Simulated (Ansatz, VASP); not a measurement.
# Ni in two plane-wave programs, part 2 of 2

Aim: how closely do two programs agree when they are given the same cell, functional and k mesh? The structure shown is the end of the Ansatz relaxation below.

VASP 6.6.1 and Ansatz 0.2.0.

So far: Starting point; Ansatz: relaxation, PBEsol; VASP: single point, PBEsol, pair 1.

## Step 4: Differences

Known differences besides the potentials themselves: VASP starts from the moments at which Ansatz ended; the data sets hold 54 valence electrons in Ansatz (on its PAW soft_1 files) and 30 in VASP; Ansatz makes its cores anew for this functional, VASP keeps those of its PBE data sets; Ansatz's pressure holds a Pulay correction, VASP's none; site moments are counted in spheres of each program's own size. Total energies have different zeros and are not compared.

Compared:

```
          quantity  Ansatz   VASP  difference
    pressure (GPa)   -2.98  -3.16       +0.18
 total moment (μB)    1.89   1.86       +0.03
moment on Ni1 (μB)    0.67   0.63       +0.04
moment on Ni2 (μB)    0.67   0.63       +0.04
moment on Ni3 (μB)    0.67   0.63       +0.04
```

## Step 5: Ansatz: relaxation, PBEsol

This run makes the geometry at which the two programs are then compared. The cell compared in this pair holds 32.02 Å³, against 31.59 Å³ for the pair before.

The structure compared here is the end of the Ansatz relaxation.

Contents of input.yaml:

```yaml
crystal:
  lattice:
    - [2.49747102, 0.0, 0.0]
    - [-1.24873551, 2.1628733485, 0.0]
    - [0.0, 0.0, 5.925607064]
  atoms:
    - { symbol: Ni, position: [0.0, 0.0, 0.0], spin: 0.7 }
    - { symbol: Ni, position: [0.3333333, 0.6666667, 0.3333333], spin: 0.7 }
    - { symbol: Ni, position: [0.6666667, 0.3333333, 0.6666667], spin: 0.7 }
magnetization:
  spin_polarized: true
kpoints:
  mp_grid: { grid: [20, 20, 7] }
scf:
  occupations: { method: fermi_dirac, width: 0.05 }
hamiltonian:
  xc: pbesol
  pseudopotentials: { kind: paw, azcp: { folder: soft_1 }, xc_functional: pbe }
basis:
  ecutwfc: 600
output:
  forces: true
  stress: true
relax:
  f_tol: 0.005
  max_steps: 70
  cell: { stress_tol: 0.02, p_target: 0, fix: [a, b, alpha, beta, gamma] }
```

Launch:

```console
> ansatz run input.yaml --threads 4 --pin off --max-ram 10240MiB --backend cpu --events-out ev --progress --plain --runs-dir out
```

Numbers of over 12 decimals in the logs are rounded to 6 here.

What it wrote:

```text
[...]
Crystal: 3 atoms, lattice volume = 32.008 Å³
Basis set: ecut = 600 eV, 1043 PW (Γ), exchange–correlation on 40×40×96 points (8 copies of the dense FFT grid, shifted against one another)
Bands: 34, of which v1, the nominal top of the filled ones, is band 27 counted from 1 (26 counted from 0)
Symmetry: 36 space group operations
[...]
P = ⅓ Tr σ = -5.6915 GPa (-56.915 kbar)
--- Relaxed structure (3 steps of the walk, 3 accepted, 1 SCFs on fresh bases) ---
[...]
cell:  # Å, volume = 32.0248 Å³
    - [2.497471, 0, 0]
    - [-1.248736, 2.162873, 0]
    - [0, 0, 5.928636]
  atoms:
    - { symbol: Ni, position: [0, 0, 0] }
    - { symbol: Ni, position: [0.333333, 0.666667, 0.333333] }
    - { symbol: Ni, position: [0.666667, 0.333333, 0.666667] }
[key lines of the parts left out:]
SCF converged after 6 iterations
Magnetization: 1.8975 μB (27.9488 up, 26.0512 down)
Free energy (F): -17414.934965 eV
Fermi energy:    18.193995 eV
```

## Step 6: VASP: single point, PBEsol, pair 2

The same cell, functional, mesh and smearing now go to VASP, with its own data sets.

Contents of INCAR:

```
SYSTEM = Ni
PREC = Accurate
ENCUT = 600
EDIFF = 1E-06
NELM = 200
ISMEAR = -1
SIGMA = 0.05
LREAL = .FALSE.
ALGO = Normal
GGA = PS
NBANDS = 24
ISPIN = 2
MAGMOM = 0.67 0.67 0.67
LASPH = .TRUE.
LMAXMIX = 4
LORBIT = 11
LWAVE = .FALSE.
LCHARG = .FALSE.
ISIF = 2
GGA_COMPAT = .FALSE.
KPAR = 2
```

Contents of POSCAR:

```
Ni
1.0
    2.4974710200      0.0000000000      0.0000000000
   -1.2487355100      2.1628733485      0.0000000000
    0.0000000000      0.0000000000      5.9286364943
Ni
3
Direct
    0.0000000000      0.0000000000      0.0000000000
    0.3333333333      0.6666666667      0.3333333333
    0.6666666667      0.3333333333      0.6666666667
```

Contents of KPOINTS:

```
Automatic mesh
0
Gamma
20 20 7
0 0 0
```

The projector-augmented-wave data sets are Ni (PBE family, release 64).

Launch:

```console
> mpirun -np 2 vasp_std
```

What it wrote:

```text
[banner, memory and clock lines left out]
running    2 mpi-ranks, on    1 nodes
[...]
[... a notice as in an earlier step ...]

 LDA part: xc-table for (Slater+PW92), standard interpolation
 POSCAR, INCAR and KPOINTS ok, starting setup
[...]
entering main loop
       N       E                     dE             d eps       ncg     rms          rms(c)
DAV:   1     0.174805547758E+03    0.17481E+03   -0.14457E+04 27704   0.196E+03
DAV:   2    -0.128981520398E+02   -0.18770E+03   -0.17503E+03 26472   0.316E+02
DAV:   3    -0.219093460932E+02   -0.90112E+01   -0.86410E+01 30472   0.929E+01
DAV:   4    -0.220328867297E+02   -0.12354E+00   -0.12348E+00 33144   0.984E+00
[...]
DAV:  12    -0.183926715378E+02    0.19065E-04   -0.15143E-05 34344   0.396E-02    0.202E-02
DAV:  13    -0.183926700715E+02    0.14663E-05   -0.32980E-06 28656   0.180E-02    0.970E-03
DAV:  14    -0.183926697107E+02    0.36079E-06   -0.38510E-07 16096   0.575E-03
   1 F= -.18392670E+02 E0= -.18371176E+02  d E =-.429871E-01  mag=     1.8651
```

From OUTCAR (step 6):

```text
  Total       -1.7192902     -1.7192902     -0.0537991      0.0000000      0.0000000     -0.0000000
  in kB      -86.0148421    -86.0148421     -2.6915283      0.0000000      0.0000000     -0.0000000
  external PRESSURE =     -58.2404041 kB  Pullay stress =       0.0000000 kB

 POSITION                                       TOTAL-FORCE (eV/Angst)
 -----------------------------------------------------------------------------------
      0.00000      0.00000      0.00000        -0.000000      0.000000      0.000000
     -0.00000      1.44192      1.97621         0.000000     -0.000000     -0.000000
      1.24874      0.72096      3.95242        -0.000000      0.000000      0.000000
 -----------------------------------------------------------------------------------
    total drift:                               -0.000000      0.000000      0.000000

  FREE ENERGIE OF THE ION-ELECTRON SYSTEM (eV)
  ---------------------------------------------------
  free  energy   TOTEN  =       -18.3926697107 eV

  energy  without entropy=      -18.3496826509  energy(sigma->0) =      -18.37117618

 magnetization (x)
# of ion       s       p       d       tot
------------------------------------------
    1       -0.006  -0.023   0.659   0.629
    2       -0.006  -0.023   0.659   0.629
    3       -0.006  -0.023   0.659   0.629
--------------------------------------------------
tot         -0.019  -0.070   1.977   1.888

[... 1 part as in an earlier step ...]

[... 2 further parts left out ...]
[key lines of the parts left out:]
E-fermi :   9.4536
```

The run ends at a pressure of -5.82 GPa.

## Step 7: Side by side

What differs besides the data sets and the points named for the pairs above, as far as they apply: the data sets hold 54 valence electrons in Ansatz (on its PAW soft_1 files) and 30 in VASP. Total energies have different zeros and are not compared.

Compared:

```
          quantity  Ansatz   VASP  difference
    pressure (GPa)   -5.69  -5.82       +0.13
 total moment (μB)    1.90   1.87       +0.03
moment on Ni1 (μB)    0.67   0.63       +0.04
moment on Ni2 (μB)    0.67   0.63       +0.04
moment on Ni3 (μB)    0.67   0.63       +0.04
```

## Step 8: Ansatz: relaxation, PBEsol

This run makes the geometry at which the two programs are then compared. The cell compared in this pair holds 32.46 Å³, against 32.02 Å³ for the pair before.

The structure compared here is the end of the Ansatz relaxation.

Changes to input.yaml since step 5:

```diff
@@ -2,5 +2,5 @@
   lattice:
-    - [2.49747102, 0.0, 0.0]
-    - [-1.24873551, 2.1628733485, 0.0]
-    - [0.0, 0.0, 5.925607064]
+    - [2.52195603, 0.0, 0.0]
+    - [-1.260978015, 2.1840779892, 0.0]
+    - [0.0, 0.0, 5.889621596]
   atoms:
```

Launch:

```console
> ansatz run input.yaml --threads 4 --pin off --max-ram 10240MiB --backend cpu --events-out ev --progress --plain --runs-dir out
```

What it wrote:

```text
[...]
Crystal: 3 atoms, lattice volume = 32.441 Å³
Basis set: ecut = 600 eV, 1055 PW (Γ), exchange–correlation on 48×48×96 points (8 copies of the dense FFT grid, shifted against one another)
Bands: 34, of which v1, the nominal top of the filled ones, is band 27 counted from 1 (26 counted from 0)
Symmetry: 36 space group operations
[...]
P = ⅓ Tr σ = -8.0556 GPa (-80.556 kbar)
--- Relaxed structure (3 steps of the walk, 3 accepted, 1 SCFs on fresh bases) ---
[...]
cell:  # Å, volume = 32.4603 Å³
    - [2.521956, 0, 0]
    - [-1.260978, 2.184078, 0]
    - [0, 0, 5.893143]
  atoms:
    - { symbol: Ni, position: [0, 0, 0] }
    - { symbol: Ni, position: [0.333333, 0.666667, 0.333333] }
    - { symbol: Ni, position: [0.666667, 0.333333, 0.666667] }
[key lines of the parts left out:]
SCF converged after 6 iterations
Magnetization: 1.9014 μB (27.9507 up, 26.0493 down)
Free energy (F): -17414.894302 eV
Fermi energy:    17.883445 eV
```

## Step 9: VASP: single point, PBEsol, pair 3

The same cell, functional, mesh and smearing now go to VASP, with its own data sets.

INCAR is that of step 6.

Contents of POSCAR:

```
Ni
1.0
    2.5219560300      0.0000000000      0.0000000000
   -1.2609780150      2.1840779892      0.0000000000
    0.0000000000      0.0000000000      5.8931433280
Ni
3
Direct
    0.0000000000      0.0000000000      0.0000000000
    0.3333333333      0.6666666667      0.3333333333
    0.6666666667      0.3333333333      0.6666666667
```

KPOINTS is that of step 6.

Launch:

```console
> mpirun -np 2 vasp_std
```

What it wrote:

```text
[... set-up lines as in an earlier step ...]
 entering main loop
       N       E                     dE             d eps       ncg     rms          rms(c)
DAV:   1     0.175347118714E+03    0.17535E+03   -0.14458E+04 27552   0.195E+03
DAV:   2    -0.128312505565E+02   -0.18818E+03   -0.17557E+03 26504   0.316E+02
DAV:   3    -0.218645268550E+02   -0.90333E+01   -0.86802E+01 30256   0.931E+01
DAV:   4    -0.219869266332E+02   -0.12240E+00   -0.12234E+00 33504   0.981E+00
[...]
DAV:  12    -0.183526569414E+02    0.21958E-04   -0.16388E-05 34984   0.422E-02    0.206E-02
DAV:  13    -0.183526553101E+02    0.16313E-05   -0.34333E-06 28944   0.185E-02    0.103E-02
DAV:  14    -0.183526549653E+02    0.34472E-06   -0.41619E-07 16280   0.638E-03
   1 F= -.18352655E+02 E0= -.18330706E+02  d E =-.438974E-01  mag=     1.8660
```

OUTCAR, selected parts (step 9):

```text
  Total       -2.4435084     -2.4435084     -0.0679696      0.0000000     -0.0000000      0.0000000
  in kB     -120.6067909   -120.6067909     -3.3548468      0.0000000     -0.0000000      0.0000000
  external PRESSURE =     -81.5228095 kB  Pullay stress =       0.0000000 kB

 POSITION                                       TOTAL-FORCE (eV/Angst)
 -----------------------------------------------------------------------------------
      0.00000      0.00000      0.00000         0.000000      0.000000      0.000000
     -0.00000      1.45605      1.96438         0.000000     -0.000000     -0.000000
      1.26098      0.72803      3.92876        -0.000000      0.000000      0.000000
 -----------------------------------------------------------------------------------
    total drift:                               -0.000000      0.000000      0.000000

  FREE ENERGIE OF THE ION-ELECTRON SYSTEM (eV)
  ---------------------------------------------------
  free  energy   TOTEN  =       -18.3526549653 eV

  energy  without entropy=      -18.3087575748  energy(sigma->0) =      -18.33070627

 magnetization (x)
# of ion       s       p       d       tot
------------------------------------------
    1       -0.006  -0.023   0.660   0.631
    2       -0.006  -0.023   0.660   0.631
    3       -0.006  -0.023   0.660   0.631
--------------------------------------------------
tot         -0.019  -0.070   1.981   1.892

[... 1 part as in an earlier step ...]

[... 2 further parts left out ...]
[key lines of the parts left out:]
E-fermi :   9.2591
```

The run ends at a pressure of -8.15 GPa.

## Step 10: Comparison

What differs besides the data sets and the points named for the pairs above, as far as they apply: the data sets hold 54 valence electrons in Ansatz (on its PAW soft_1 files) and 30 in VASP. Total energies have different zeros and are not compared.

Compared:

```
          quantity  Ansatz   VASP  difference
    pressure (GPa)   -8.06  -8.15       +0.10
 total moment (μB)    1.90   1.87       +0.04
moment on Ni1 (μB)    0.67   0.63       +0.04
moment on Ni2 (μB)    0.67   0.63       +0.04
moment on Ni3 (μB)    0.67   0.63       +0.04
```

## Step 11: Outcome

| Quantity | Value |
| --- | --- |
| difference in total moment (single point, PBEsol, pair 1) | 0.031 μB |
| difference in total moment (single point, PBEsol, pair 2) | 0.032 μB |
| difference in total moment (single point, PBEsol, pair 3) | 0.035 μB |

What this shows: The difference in total moment is 0.031 μB (single point, PBEsol, pair 1). The data sets hold unlike numbers of valence electrons (54 in Ansatz and 30 in VASP), so part of the differences comes from the potentials. Such differences can come from data sets, numerical settings and the points named under the comparisons, not from the functional's error against experiment.

[Lines on the potential files, build, host, timing and source positions are cut from VASP's logs without a mark.]

[Logs are printed without paths, hosts, clocks, repeated set-up lines and the standing remarks that a program may print on its own settings, such as how far it seeks lower states.]

[Hosts, paths, dates, database ids (printed as entryN), source tags and the programs' standing remarks are cut or masked in the printed files.]
